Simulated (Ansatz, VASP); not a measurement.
LuBC in VASP and in Ansatz

File INCAR:

```
SYSTEM = LuBC
  ALGO = Normal
  EDIFF = 1E-6
  ENCUT = 520
  GGA = RP
  ISIF = 2
  ISMEAR = 1
  LASPH = .TRUE.
  LCHARG = .TRUE.
  LELF = .TRUE.
  LREAL = .FALSE.
  LVHAR = .TRUE.
  LWAVE = .FALSE.
  NBANDS = 41
  NELM = 100
  PREC = Accurate
  SIGMA = 0.15
```

The input KPOINTS:

```
k-points
0
G
  10 10 4
  0 0 0
```

The input POSCAR:

```
LuBC
1.0
    2.9910680000      0.0000000000      0.0000000000
   -1.4955340000      2.5903408724      0.0000000000
    0.0000000000      0.0000000000      7.7441800000
Lu B C
2 2 2
Direct
    0.0000000000      0.0000000000      0.0000000000
    0.0000000000      0.0000000000      0.5000000000
    0.6666666667      0.3333333333      0.2500000000
    0.3333333333      0.6666666667      0.7500000000
    0.6666666667      0.3333333333      0.7500000000
    0.3333333333      0.6666666667      0.2500000000
```

Input for Ansatz:

```yaml
crystal:
  lattice:
    a: 2.991068
    b: 2.991068
    c: 7.74418
    alpha: 90.0
    beta: 90.0
    gamma: 120.0
  space_group: 194
  atoms:
    - { symbol: Lu, position: [0.0, 0.0, 0.0] }
    - { symbol: B, position: [0.6666666666666666, 0.3333333333333333, 0.25] }
    - { symbol: C, position: [0.6666666666666666, 0.3333333333333333, 0.75] }
basis:
  ecutwfc: 420.0
kpoints:
  mp_grid:
    grid: [10, 10, 4]
hamiltonian:
  xc: rpbe
scf:
  occupations:
    method: cold
    width: 0.15
output:
  forces: true
  stress: true
```

The cell comes from a database or a generator and needn't be the stable form of this composition.

Alike in both runs: task single point; functional RPBE; k mesh 10 × 10 × 4; no spin polarisation.

```csv
,VASP,Ansatz
version,VASP 6.6.1,Ansatz 0.2.0
potentials or method,"VASP PAW PBE potentials, release 64 (Lu, B, C)","plane waves, PAW"
plane-wave cutoff (eV),520,420
occupations,"methfessel-paxton of order 1, width 0.15 eV","cold, width 0.15 eV"
valence electrons in the cell,64,64
```

|  | VASP | Ansatz | Ansatz less VASP |
| --- | --- | --- | --- |
| pressure (GPa) | 4.9 | 4.0 | -0.91 |
| largest component of the traceless stress (GPa) | 1.08 | 0.84 | -0.240 |

Caveats: the PAW data sets were made with another functional, which shifts forces and pressure a little (VASP). The runs have no spin-orbit coupling, so splittings on Lu are missing.
